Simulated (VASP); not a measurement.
```yaml
crystal:
  lattice:
    - [0.00000, 2.84403, 2.84403]
    - [2.84403, 0.00000, 2.84403]
    - [2.84403, 2.84403, 0.00000]
  atoms:
    - { symbol: In, position: [0.50000, 0.50000, 0.50000] }
    - { symbol: As, position: [0.00000, 0.00000, 0.00000] }
```

Method: r2SCAN meta-GGA, VASP's PBE PAW potentials (set 64) (plane waves; VASP 6.6.1). Run with 400 eV cut-off, 10×10×10 Γ-centred mesh, first-order Methfessel-Paxton smearing of 0.10 eV, potentials In_d As.

Unless said otherwise, spin-orbit coupling is left out, though it shifts the bands of the heavy elements here.

**Question.** Estimate the energy per atom (σ→0), band gap (on the k-mesh) with the smallest direct gap where there is one.

**Answer.** 
| Item | Value |
|---|---|
| band gap (on the k-mesh) | none (metal, semimetal or under 0.01 eV) |
| energy per atom (σ→0) | -1813.5 kJ/mol of atoms |

Total energies compare only between runs with the same potentials, cut-off and functional.

The structure comes from a computed database's InAs entry (Fm-3m); how it stands against other phases isn't given here. It was relaxed first. The start is the result of an earlier pass.
